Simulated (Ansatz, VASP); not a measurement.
# Cross-check of AlSiPb between VASP and Ansatz, part 3 of 3

Wanted: the spread between two codes on one cell, functional and k mesh. The cell is generated by rule, not measured, and may not be a known phase. The cell is taken from a series of runs on this material, whose earlier steps may have relaxed, scaled, displaced or heated it; both programs get it as it stands.

VASP 6.6.1 and Ansatz 0.2.0.

So far: Starting point; Ansatz: zone-centre phonons, PBEsol; VASP: zone-centre phonons, PBEsol.

## Step 3: VASP: zone-centre phonons, PBEsol (continued)

Level of this step: PBEsol; plane waves and PAW (Pb_d, Al, Si); invented cell (VASP).

Numbers of over 12 decimals in the logs are rounded to 6 here.

OUTCAR, selected parts (step 3):

```text
ion  position               nearest neighbor table
   1  0.449  0.949  0.500-   5 3.14   5 3.14   6 3.14   6 3.14   3 3.25   4 3.25   6 3.30   5 3.30
                             2 3.39   2 3.39   3 3.57   3 3.57   4 3.57   4 3.57
   2  0.091  0.091  0.000-   6 3.15   6 3.15   5 3.15   5 3.15   4 3.16   4 3.16   3 3.16   3 3.16
                             3 3.36   4 3.36   1 3.39   1 3.39
   3  0.004  0.334  0.669-   5 2.52   5 2.52   6 2.54   4 2.87   2 3.16   2 3.16   1 3.25   2 3.36
                             1 3.57   1 3.57
   4  0.665  0.334  0.331-   6 2.52   6 2.52   5 2.54   3 2.87   2 3.16   2 3.16   1 3.25   2 3.36
                             1 3.57   1 3.57
   5  0.867  0.646  0.221-   3 2.52   3 2.52   4 2.54   1 3.14   1 3.14   2 3.15   2 3.15   1 3.30

  LATTYP: Found a body centered orthorhombic cell.
 ALAT       =     4.0668933864
 B/A-ratio  =     1.8619973327
 C/A-ratio  =     2.0851481117

 Subroutine GETGRP returns: Found  4 space group operations
 (whereof  4 operations were pure point group operations)

The static configuration has the point symmetry C_2v.

 Found     95 irreducible k-points:

   k-points           NKPTS =     95   k-points in BZ     NKDIM =     95   number of bands    NBANDS=     27

   dimension x,y,z NGX =    48 NGY =   48 NGZ =   48
   dimension x,y,z NGXF=    96 NGYF=   96 NGZF=   96

   ENCUT  =  500.0 eV  36.75 Ry    6.06 a.u.  11.01 11.01 11.01*2*pi/ulx,y,z

   NELECT =      42.0000    total number of electrons

 k-points in reciprocal lattice and weights: Automatic mesh
   0.00000000  0.00000000  0.00000000       0.002
   0.12500000 -0.00000000  0.00000000       0.008
   0.25000000 -0.00000000  0.00000000       0.008
   0.37500000  0.00000000 -0.00000000       0.008
   0.50000000 -0.00000000  0.00000000       0.004
  -0.00000000  0.12500000  0.00000000       0.008
   0.12500000  0.12500000  0.00000000       0.016
   0.25000000  0.12500000 -0.00000000       0.016
   0.37500000  0.12500000  0.00000000       0.016
[...]
-----------------------------------------------------------------------------------
    total drift:                                0.000000      0.000000      0.000046

 Eigenvectors and eigenvalues of the dynamical matrix
 ----------------------------------------------------

   1 f  =   10.783527 THz    67.754899 2PiTHz  359.699747 cm-1    44.597065 meV
             X         Y         Z           dx          dy          dz
      2.033447 -0.000000  3.398910     0.000000   -0.000000    0.022242
      0.000000  0.000000  0.687353     0.000000    0.000000    0.018080
      2.033447  1.436513 -1.254531    -0.000000   -0.078501   -0.507746
     -0.000000  2.803524  2.531742    -0.000000    0.078501   -0.507746
      0.000000  1.871201  4.890808     0.000000   -0.198512    0.442960
      2.033447  2.368836  1.104535     0.000000    0.198512    0.442960

   2 f  =   10.309946 THz    64.779299 2PiTHz  343.902771 cm-1    42.638490 meV
             X         Y         Z           dx          dy          dz
      2.033447 -0.000000  3.398910     0.000894   -0.000000    0.000000
      0.000000  0.000000  0.687353     0.008653    0.000000   -0.000000
      2.033447  1.436513 -1.254531    -0.511437    0.000000    0.000000
     -0.000000  2.803524  2.531742    -0.511437    0.000000    0.000000
      0.000000  1.871201  4.890808     0.488257    0.000000    0.000000
      2.033447  2.368836  1.104535     0.488257   -0.000000   -0.000000

   3 f  =   10.056890 THz    63.189303 2PiTHz  335.461740 cm-1    41.591936 meV
             X         Y         Z           dx          dy          dz
      2.033447 -0.000000  3.398910     0.000000    0.000000   -0.000000
      0.000000  0.000000  0.687353     0.000000    0.000000   -0.000000
      2.033447  1.436513 -1.254531     0.480801    0.000000    0.000000
     -0.000000  2.803524  2.531742    -0.480801    0.000000    0.000000
      0.000000  1.871201  4.890808    -0.518488   -0.000000    0.000000
      2.033447  2.368836  1.104535     0.518488   -0.000000   -0.000000

   4 f  =    8.722929 THz    54.807776 2PiTHz  290.965577 cm-1    36.075118 meV
             X         Y         Z           dx          dy          dz
      2.033447 -0.000000  3.398910    -0.000000   -0.032176    0.000000
      0.000000  0.000000  0.687353    -0.000000    0.047080    0.000000
      2.033447  1.436513 -1.254531    -0.000000    0.176392    0.392413
     -0.000000  2.803524  2.531742     0.000000    0.176392   -0.392413
      0.000000  1.871201  4.890808     0.000000   -0.192985    0.525384
      2.033447  2.368836  1.104535    -0.000000   -0.192985   -0.525384

   5 f  =    8.120840 THz    51.024745 2PiTHz  270.882078 cm-1    33.585082 meV
             X         Y         Z           dx          dy          dz
      2.033447 -0.000000  3.398910     0.000000   -0.022576    0.000000
      0.000000  0.000000  0.687353     0.000000    0.078030    0.000000
      2.033447  1.436513 -1.254531     0.000000   -0.140402    0.581017
     -0.000000  2.803524  2.531742    -0.000000   -0.140402   -0.581017
      0.000000  1.871201  4.890808    -0.000000    0.062254   -0.368147
      2.033447  2.368836  1.104535     0.000000    0.062254    0.368147

   6 f  =    5.818641 THz    36.559599 2PiTHz  194.088969 cm-1    24.063954 meV
             X         Y         Z           dx          dy          dz
      2.033447 -0.000000  3.398910     0.000000   -0.000000   -0.047536
      0.000000  0.000000  0.687353     0.000000    0.000000    0.151155
      2.033447  1.436513 -1.254531     0.000000    0.671675   -0.146865
     -0.000000  2.803524  2.531742    -0.000000   -0.671675   -0.146865
      0.000000  1.871201  4.890808     0.000000    0.121323    0.003169
      2.033447  2.368836  1.104535    -0.000000   -0.121323    0.003169

   7 f  =    3.696002 THz    23.222664 2PiTHz  123.285349 cm-1    15.285428 meV
             X         Y         Z           dx          dy          dz
      2.033447 -0.000000  3.398910    -0.000000   -0.224354   -0.000000
      0.000000  0.000000  0.687353    -0.000000   -0.385971    0.000000
      2.033447  1.436513 -1.254531    -0.000000    0.272504    0.072371
     -0.000000  2.803524  2.531742     0.000000    0.272504   -0.072371
      0.000000  1.871201  4.890808    -0.000000    0.561932    0.071289
      2.033447  2.368836  1.104535     0.000000    0.561932   -0.071289

   8 f  =    3.497528 THz    21.975619 2PiTHz  116.664991 cm-1    14.464609 meV
             X         Y         Z           dx          dy          dz
      2.033447 -0.000000  3.398910     0.000000   -0.000000    0.236862
      0.000000  0.000000  0.687353     0.000000   -0.000000   -0.073372
      2.033447  1.436513 -1.254531     0.000000    0.134982    0.018264
     -0.000000  2.803524  2.531742    -0.000000   -0.134982    0.018264
      0.000000  1.871201  4.890808     0.000000   -0.626792   -0.240488
      2.033447  2.368836  1.104535    -0.000000    0.626792   -0.240488

   9 f  =    3.025877 THz    19.012149 2PiTHz  100.932406 cm-1    12.514018 meV
             X         Y         Z           dx          dy          dz
      2.033447 -0.000000  3.398910    -0.000000   -0.000000    0.000000
      0.000000  0.000000  0.687353     0.000000   -0.000000    0.000000
      2.033447  1.436513 -1.254531     0.518488   -0.000000   -0.000000
     -0.000000  2.803524  2.531742    -0.518488   -0.000000   -0.000000
      0.000000  1.871201  4.890808     0.480801    0.000000    0.000000
      2.033447  2.368836  1.104535    -0.480801   -0.000000   -0.000000

  10 f  =    2.775460 THz    17.438728 2PiTHz   92.579374 cm-1    11.478374 meV
             X         Y         Z           dx          dy          dz
      2.033447 -0.000000  3.398910     0.000000    0.038920    0.000000
      0.000000  0.000000  0.687353     0.000000    0.150744    0.000000
      2.033447  1.436513 -1.254531    -0.000000   -0.563457    0.005386
     -0.000000  2.803524  2.531742     0.000000   -0.563457   -0.005386
      0.000000  1.871201  4.890808    -0.000000    0.295534    0.288145
      2.033447  2.368836  1.104535     0.000000    0.295534   -0.288145

  11 f  =    2.656566 THz    16.691694 2PiTHz   88.613489 cm-1    10.986667 meV
             X         Y         Z           dx          dy          dz
      2.033447 -0.000000  3.398910     0.000000   -0.000000    0.195661
      0.000000  0.000000  0.687353     0.000000   -0.000000    0.415818
      2.033447  1.436513 -1.254531    -0.000000   -0.150211   -0.401094
     -0.000000  2.803524  2.531742     0.000000    0.150211   -0.401094
      0.000000  1.871201  4.890808    -0.000000    0.136823   -0.438458
      2.033447  2.368836  1.104535     0.000000   -0.136823   -0.438458

  12 f  =    2.038431 THz    12.807841 2PiTHz   67.994744 cm-1     8.430270 meV
             X         Y         Z           dx          dy          dz
      2.033447 -0.000000  3.398910    -0.061463   -0.000000   -0.000000
      0.000000  0.000000  0.687353    -0.548840    0.000000    0.000000
      2.033447  1.436513 -1.254531     0.404594   -0.000000   -0.000000
     -0.000000  2.803524  2.531742     0.404594   -0.000000   -0.000000
      0.000000  1.871201  4.890808     0.428722   -0.000000   -0.000000
      2.033447  2.368836  1.104535     0.428722    0.000000   -0.000000

  13 f  =    1.867909 THz    11.736417 2PiTHz   62.306729 cm-1     7.725046 meV
             X         Y         Z           dx          dy          dz
      2.033447 -0.000000  3.398910     0.000000   -0.000000    0.712666
      0.000000  0.000000  0.687353    -0.000000   -0.000000   -0.634846
      2.033447  1.436513 -1.254531     0.000000    0.043663   -0.089750
     -0.000000  2.803524  2.531742     0.000000   -0.043663   -0.089750
      0.000000  1.871201  4.890808     0.000000    0.185161   -0.017095
      2.033447  2.368836  1.104535     0.000000   -0.185161   -0.017095
    [... 43 further lines ...]
      0.000000  1.871201  4.890808     0.232144    0.000000    0.000000
      2.033447  2.368836  1.104535     0.232144    0.000000    0.000000

 ELASTIC MODULI CONTR FROM IONIC RELAXATION (kBar)
 Direction    XX          YY          ZZ          XY          YZ          ZX
 --------------------------------------------------------------------------------
 XX        -248.3674     44.9886     77.4560     -0.0000     -0.0000     -0.0000
 YY          44.9886   -172.3927     16.0077     -0.0000      0.0000      0.0000
 ZZ          77.4560     16.0077    -76.2672      0.0000      0.0000     -0.0000
 XY          -0.0000     -0.0000      0.0000    -11.1172     -0.0000     -0.0000
 YZ          -0.0000      0.0000      0.0000     -0.0000    -61.0664     -0.0000
 ZX          -0.0000      0.0000     -0.0000     -0.0000     -0.0000   -207.7563
 --------------------------------------------------------------------------------
```

## Step 4: Differences

Known differences besides the potentials themselves: the cutoff is 420 eV in Ansatz and 500 eV in VASP; Ansatz makes its cores anew for this functional, VASP keeps those of its PBE data sets. Total energies have different zeros and are not compared.

Compared:

```tsv
quantity	Ansatz	VASP	difference
optical mode 1 (cm⁻¹)	48.1	48.2	-0.1
optical mode 2 (cm⁻¹)	48.7	48.8	-0.1
optical mode 3 (cm⁻¹)	62.4	62.3	+0.07 %
optical mode 4 (cm⁻¹)	67.9	68.0	-0.15 %
optical mode 5 (cm⁻¹)	88.6	88.6	-0.05 %
optical mode 6 (cm⁻¹)	92.9	92.6	+0.31 %
optical mode 7 (cm⁻¹)	101.1	100.9	+0.14 %
optical mode 8 (cm⁻¹)	116.5	116.7	-0.17 %
optical mode 9 (cm⁻¹)	123.1	123.3	-0.16 %
optical mode 10 (cm⁻¹)	193.8	194.1	-0.16 %
optical mode 11 (cm⁻¹)	270.5	270.9	-0.15 %
optical mode 12 (cm⁻¹)	290.2	291.0	-0.27 %
optical mode 13 (cm⁻¹)	334.4	335.5	-0.30 %
optical mode 14 (cm⁻¹)	343.1	343.9	-0.22 %
optical mode 15 (cm⁻¹)	358.9	359.7	-0.21 %
```

Modes are paired by rising frequency, not by their patterns, so a pair may set unlike modes beside each other; they are those without the splitting of longitudinal modes.

## Step 5: Results

| Quantity | Value |
| --- | --- |
| r.m.s. difference of the optical zone-centre modes, each program's sorted by frequency (zone-centre phonons, PBEsol) | 0.47 cm⁻¹ |

The r.m.s. difference of the optical zone-centre modes, each program's sorted by frequency is 0.47 cm⁻¹ (zone-centre phonons, PBEsol). How closely two codes agree says nothing of how well the functional describes the real material.

[Lines on the potential files, build, host, timing and source positions are cut from VASP's logs without a mark.]

[Logs are printed without paths, hosts, clocks, repeated set-up lines and the standing remarks that a program may print on its own settings, such as how far it seeks lower states.]

[Hosts, paths, dates, database ids (printed as entryN), source tags and the programs' standing remarks are cut or masked in the printed files.]
